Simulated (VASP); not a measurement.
An input for Quantum ESPRESSO's pw.x (written as the equivalent of a VASP run, and not itself run):

```
&CONTROL
  calculation = 'scf'
  pseudo_dir = './pseudo'
  outdir = './out'
  tprnfor = .true.
  tstress = .true.
/
&SYSTEM
  ibrav = 0
  nat = 2
  ntyp = 2
  ecutwfc = 84
  occupations = 'tetrahedra'
  input_dft = 'pbe'
/
&ELECTRONS
  conv_thr = 7.3e-09
  electron_maxstep = 100
/
ATOMIC_SPECIES
  V 50.941 V.upf
  N 14.007 N.upf
CELL_PARAMETERS angstrom
     0.0000000    2.0599872    2.0599872
     2.0599872   -0.0000000    2.0599872
     2.0599872    2.0599872    0.0000000
ATOMIC_POSITIONS crystal
  V    0.0000000  0.0000000  0.0000000
  N    0.5000000  0.5000000  0.5000000
K_POINTS automatic
  17 17 17 0 0 0
```

Q: Write the VASP files for the same calculation (PBE).

A: This is not unique; one that fits is 
**POSCAR**
```
VN
1
    0.0000000000     2.0599872164     2.0599872164
    2.0599872164    -0.0000000000     2.0599872164
    2.0599872164     2.0599872164     0.0000000000
V N
1 1
Direct
  0.0000000000   0.0000000000   0.0000000000
  0.5000000000   0.5000000000   0.5000000000
```

INCAR:
```
# general
SYSTEM =VN
PREC   =Accurate
ENCUT  =520   # plane-wave cut-off (eV)
LREAL  =.FALSE.
LASPH  =.TRUE.   # aspherical one-centre terms

# electronic loop
EDIFF  =1E-7
NELM   =100
ALGO   =Normal
LMAXMIX=4   # l cut-off of mixed one-centre charges

# smearing
ISMEAR =-5   # tetrahedra, Bloechl

# functional
GGA    =PE   # PBE

# ions
ISIF   =2

# output
LWAVE  =.FALSE.
LCHARG =.TRUE.
LORBIT =11
NEDOS  =601   # DOS grid
```

### KPOINTS
```
kpoints
0
gamma
17 17 17
0 0 0
```

POTCAR, in this order: V_sv N (PBE.64 set). Program: vasp_std.

The two are equivalent in intent, not identical: the potentials are each code's own (VASP's PAW set, PseudoDojo norm-conserving files in pw.x), so ENCUT and ecutwfc are chosen apart and not converted; conv_thr bounds pw.x's estimated SCF error, while EDIFF bounds the energy change between steps.

The structure was generated: VN was put into the rock salt type (Fm-3m), which need not be its known phase. It was relaxed first, which changed the volume by -38 %.
